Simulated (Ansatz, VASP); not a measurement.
# InTe2: VASP beside Ansatz, part 2 of 2

One calculation is typed for both programs; each brings its own data sets. How far apart do they land? The cell is generated by rule, not measured, and may not be a known phase. The cell is taken from a series of runs on this material, whose earlier steps may have relaxed, scaled, displaced or heated it; both programs get it as it stands.

VASP 6.6.1 and Ansatz 0.2.0.

So far: The starting structure; VASP: zone-centre phonons, PBE with D3(BJ).

The structure was built from a prototype and need not be the compound's stable phase.

## 3. Ansatz: zone-centre phonons, PBE with D3(BJ)

Level of this step: Ansatz beside VASP: Kohn-Sham DFT, plane waves, PBE with D3(BJ) (Ansatz).

Ansatz runs on its default PAW (the set named soft_2) files.

The same cell, functional, mesh and smearing now go to Ansatz, which takes its cutoff from its data sets.

Contents of input.yaml:

```yaml
crystal:
  lattice:
    - [5.6407839758, 0.0, 0.0]
    - [0.0, 5.6407839758, 0.0]
    - [0.0, 0.0, 6.0795609369]
  atoms:
    - { symbol: In, position: [0.5, 0.5, 0.5] }
    - { symbol: In, position: [0.0, 0.0, 0.0] }
    - { symbol: Te, position: [0.0, 0.5, 0.1539166279] }
    - { symbol: Te, position: [0.5, 0.0, 0.8460833721] }
    - { symbol: Te, position: [0.0, 0.5, 0.6539166279] }
    - { symbol: Te, position: [0.5, 0.0, 0.3460833721] }
kpoints:
  mp_grid: { grid: [6, 6, 6] }
hamiltonian:
  xc: pbe
  dispersion: d3bj
scf:
  occupations: { method: methfessel_paxton, width: 0.2 }
output:
  eigenvalues: true
phonons:
  method: dfpt
```

Launch:

```console
$ ansatz run input.yaml --threads 8 --pin off --max-ram 14336MiB --backend cpu --events-out ev --progress --plain --runs-dir out
```

Numbers of over 12 decimals in the logs are rounded to 6 here.

Log:

```text
zone centre: on kpoints.mp_grid the ground state, and the responses unless they are solved on pairs of k-points, stand on 64 of the mesh's 216 k-points, reduced under 4 symmetry operations, with k and −k counted as one. Each operation leaves every solved displacement unchanged or reverses it
Engine: ansatz 0.2.0, x86_64-unknown-linux-gnu
Pseudopotentials: kind: paw
Pseudopotential: In, paw, valence charge 13, recommended cutoff 420 eV (normal), In.paw.azcp
Pseudopotential: Te, paw, valence charge 16, recommended cutoff 420 eV (normal), Te.paw.azcp
Functional definition: PBE
  parameter kappa = 0.804
  parameter beta = 0.066725
  exchange = pbe_x(kappa = kappa, mu = beta*pi^2/3)
  correlation = pbe_c(beta = beta)
Crystal: 6 atoms, lattice volume = 193.442 Å³
Basis set: ecut = 420 eV, 3785 PW (Γ), exchange–correlation on 80×80×96 points (8 copies of the dense FFT grid, shifted against one another)
Bands: 54, of which v1, the nominal top of the filled ones, is band 45 counted from 1 (44 counted from 0)
Symmetry: 16 space group operations
k-points: 64 of 216 (irreducible under 4 space group operations, time reversal used)
Non-local potential: In, projectors of the file, l = 0: 2, l = 1: 2, l = 2: 2, l = 3: 2
Non-local potential: Te, projectors of the file, l = 0: 2, l = 1: 2, l = 2: 2, l = 3: 2
PAW form: soft (Blöchl's): semilocal exchange-correlation on the pseudo side does not see the compensation charge
PAW one-centre angular grid: In, 590 points (default); XC on 64 Gauss nodes
PAW one-centre angular grid: Te, 590 points (default); XC on 64 Gauss nodes
Initial density: superposition of atomic densities (neutral atoms: chi_scale 0, normalization atom), corrected by the library's trained network
Initial wavefunctions: pseudopotential atomic-orbital guess
Functional: x = pbe(κ = 0.804, μ = 0.219515), c = pbe(β = 0.066725)
SCF iter   1: F=—  HF=-39118.157310 eV  |F-HF|=—  |Δ(HF+E_count)|=         —  Δρ=1.45e-3  dr2=4.98e-3  ethr=1.77e-3  ⟨swp⟩=7.5  Hψ=13591  notcnv=0
preconditioner: auto → LDOS  [metal: Δε(μ)=0.078 eV  Ē_g=12.010 eV  σ=0.200 eV  W_gap=0.31  n_scr=40 (ndim 8)  ℏωp=18.9 eV  f_vac=0.055  D(μ)=1.63/eV (n_scr^D=6)  β→1.0]
SCF iter   2: F=—  HF=-39118.155296 eV  |F-HF|=—  |Δ(HF+E_count)|=   2.01e-3  S|Δr|=    0.00e0  Δρ=5.13e-4  dr2=4.90e-4  ethr=5.53e-6  ⟨swp⟩=2.8  Hψ=7972  notcnv=0
SCF iter   3: F=—  HF=-39118.155227 eV  |F-HF|=—  |Δ(HF+E_count)|=   6.95e-5  S|Δr|=    0.00e0  Δρ=2.34e-4  dr2=8.11e-5  ethr=5.44e-7  ⟨swp⟩=2.0  Hψ=6196  notcnv=0
SCF iter   4: F=—  HF=-39118.155194 eV  |F-HF|=—  |Δ(HF+E_count)|=   3.22e-5  S|Δr|=    0.00e0  Δρ=3.55e-5  dr2=2.84e-6  ethr=9.01e-8  ⟨swp⟩=2.0  Hψ=6195  notcnv=0
SCF iter   5: F=—  HF=-39118.155160 eV  |F-HF|=—  |Δ(HF+E_count)|=   3.47e-5  S|Δr|=    0.00e0  Δρ=1.01e-5  dr2=2.06e-7  ethr=3.15e-9  ⟨swp⟩=2.0  Hψ=6213  notcnv=0
SCF iter   6: F=—  HF=-39118.155160 eV  |F-HF|=—  |Δ(HF+E_count)|=   5.41e-8  S|Δr|=    0.00e0  Δρ=3.39e-6  dr2=1.63e-8  ethr=2.29e-10  ⟨swp⟩=2.0  Hψ=6196  notcnv=0
SCF iter   7: F=—  HF=-39118.155160 eV  |F-HF|=—  |Δ(HF+E_count)|=   5.86e-9  S|Δr|=    0.00e0  Δρ=7.00e-7  dr2=9.93e-10  ethr=1.81e-11  ⟨swp⟩=2.7  Hψ=6465  notcnv=0
SCF iter   8: F=—  HF=-39118.155160 eV  |F-HF|=—  |Δ(HF+E_count)|=  8.00e-11  S|Δr|=    0.00e0  Δρ=1.41e-7  dr2=4.82e-11  ethr=1.10e-12  ⟨swp⟩=2.0  Hψ=6201  notcnv=0
SCF iter   9: F=-39118.155160 eV  HF=-39118.155160 eV  |F-HF|=0.00e0  |Δ(HF+E_count)|=  3.64e-11  S|Δr|=    0.00e0  Δρ=2.16e-8  dr2=8.26e-13  ethr=1.00e-12  ⟨swp⟩=11.6  Hψ=18355  notcnv=0
SCF 1 converged in 9 iterations: F = -39118.155160 eV  dr2 = 8.26e-13
  greatest PAW one-centre occupation: 0.998 electrons in one spin orbital (limit 2), on the Te atom at site 4 (counted from 0), in its partial waves of l = 2
DFPT response loops at Γ: preconditioner auto → Kerker (q_TF=auto, 2.402 Å⁻¹) (partly filled bands, converged f_vac=0.053); β = 1.00, the filter's whole step (`scf.mixing.beta` (0.50) is not read by the response loops under this deck's `scf.mixing.preconditioner`; to damp them name `kerker` or `kerker_dos`, under which they read `scf.mixing.beta`, and type it under 1.00, their step now; both keys bind the ground state too); Broyden in place of MSR1
SCF converged after 9 iterations
Stability not checked: this state was not tested for a lower state beside it, because cold or Methfessel-Paxton smearing, or corrected tetrahedra, fill the levels in a way that the test cannot read (fill_not_monotonic; see scf.lower_state_search)
Free energy (F): -39118.155160 eV
Harris-Foulkes:  -39118.155160 eV  (|F-HF|=0.00e0)
Internal energy: -39118.158401 eV  (E = F + TS)
E sigma→0 (E₀):  -39118.155970 eV
Entropy (-TS):   0.003242 eV (0.540 meV/atom)
Fermi energy:    8.305893 eV
Step filling:    the computed levels leave a gap of 0.0000 eV = 0.0 smearing widths at the electron count; against every level under it full and every level over it empty, smearing changes F+E_penalty+E_count by -3.018 meV and its σ→0 estimate by -3.828 meV
--- Per-component energies (eV) ---
  E_band       = -1148.214434
  E_kinetic    = 1205.358832
  E_local      = -7712.763926  (includes V_loc(G=0)·N_el)
  E_nonlocal   = -506.770312
  E_hartree    = 4301.539061
  E_xc         = -927.882963
  E_vxc        = -614.964447  (∫ρ·V_xc dr)
  E_paw        = -26956.528895  (= ΣΔE_a)
  E_vpaw       = -2122.152032  (= ΣTr[D̂ρ^β])
  E_aug_tail   = -0.000707  (compensation charges beyond the density's cutoff)
  E_ewald      = -8518.807178
  E_disp       = -2.302313  (pairwise vdW)
  E_smearing   = 0.003242  (= −TS)
  E_closure    = 0.000000  (closes the sum)
  Σ components = -39118.155160   (vs F -39118.155160, Δ=0.00e0)
--- Band table (eV; the first three rows and the last of 64) ---
  k-point 0: bands = [... 41 lower, 5.9951, 7.4161, 7.4161, 8.0173, 8.0173, 10.3491, 11.6232, 11.9371, ... 5 higher]
  k-point 1: bands = [... 41 lower, 5.9884, 7.1685, 7.1685, 8.1491, 8.1491, 9.9402, 11.1995, 11.2299, ... 5 higher]
  k-point 2: bands = [... 41 lower, 6.4282, 7.1152, 7.1152, 8.0258, 8.0258, 8.6583, 9.6774, 10.4060, ... 5 higher]
  k-point 63: bands = [... 41 lower, 7.0965, 7.8649, 7.8649, 8.2142, 8.2142, 11.0382, 11.0382, 11.6794, ... 5 higher]
--- Phonons (Γ-DFPT): 5 representative perturbations + reference, on 64 of 216 k-points (Σ response iterations 15) ---
  k mesh reduced under 4 symmetry operations, with k and −k counted as one. Each operation leaves every solved displacement unchanged or reverses it
  ASR residual: 1.538e-4 → 0.000e0 eV/Å²; symmetrization residual: 8.442e-5 eV/Å²
  pairwise dispersion correction: d3bj (s6 = 1.0, s8 = 0.7875, a1 = 0.4289, a2_bohr = 4.4407), with the weights of each atom's references fixed at the reference crystal's, and the forces and stress that the weights' published response gives there kept as a pressure on the atom's counted neighbours (hamiltonian.dispersion)
  ASR residual per site (eV/Å²): 6.66e-5 6.66e-5 1.54e-4 1.54e-4 1.54e-4 1.54e-4
  Γ frequencies (cm⁻¹): -22.26 -22.26 0.00 0.00 0.00 15.85 15.85 38.45 53.40 53.40 56.00 60.14 118.87 123.74 123.74 126.41 138.11 138.11
  non-analytic LO–TO correction: not included (Born effective charges unavailable; polar crystals: no LO–TO splitting at Γ)
```

## 4. Comparison

Known differences besides the potentials themselves: the data sets hold 90 valence electrons in Ansatz (on its default PAW (the set named soft_2) files) and 50 in VASP; the cutoff is 420 eV in Ansatz and 500 eV in VASP; Ansatz takes the dispersion share of the force constants at frozen C6 weights, VASP differentiates the full forces; VASP uses finite displacements, Ansatz perturbation theory. Total energies have different zeros and are not compared.

Both answers:

```tsv
quantity	Ansatz	VASP	difference
optical mode 1 to 2 (imaginary, printed as negative) (cm⁻¹)	-22.3	-21.2	-1.0
optical mode 3 to 4 (cm⁻¹)	15.8	16.6	-0.8
optical mode 5 (cm⁻¹)	38.5	38.9	-0.5
optical mode 6 to 7 (cm⁻¹)	53.4	53.7	-0.58 %
optical mode 8 (cm⁻¹)	56.0	56.5	-0.91 %
optical mode 9 (cm⁻¹)	60.1	60.2	-0.13 %
optical mode 10 (cm⁻¹)	118.9	119.8	-0.74 %
optical mode 11 to 12 (cm⁻¹)	123.7	124.0	-0.23 %
optical mode 13 (cm⁻¹)	126.4	127.3	-0.68 %
optical mode 14 to 15 (cm⁻¹)	138.1	138.4	-0.20 %
```

Modes are paired by rising frequency, not by their patterns, so a pair may set unlike modes beside each other; they are those without the splitting of longitudinal modes.

## 5. Summary of results

| Property | Result |
| --- | --- |
| r.m.s. difference of the optical zone-centre modes, each program's sorted by frequency (zone-centre phonons, PBE with D3(BJ)) | 0.62 cm⁻¹ |
| difference in optical mode 8 (zone-centre phonons, PBE with D3(BJ)) | -0.9 % |

What this shows: The r.m.s. difference of the optical zone-centre modes, each program's sorted by frequency is 0.62 cm⁻¹ (zone-centre phonons, PBE with D3(BJ)). The data sets hold unlike numbers of valence electrons (90 in Ansatz and 50 in VASP), so part of the differences comes from the potentials. Among the rows given in per cent, the largest difference of the zone-centre phonons, PBE with D3(BJ) pair is in optical mode 8, -0.9 %. Such differences can come from data sets, numerical settings and the points named under the comparisons, not from the functional's error against experiment.

[Lines on the potential files, build, host, timing and source positions are cut from VASP's logs without a mark.]

[Logs are printed without paths, hosts, clocks, repeated set-up lines and the standing remarks that a program may print on its own settings, such as how far it seeks lower states.]

[Hosts, paths, dates, database ids (printed as entryN), source tags and the programs' standing remarks are cut or masked in the printed files.]
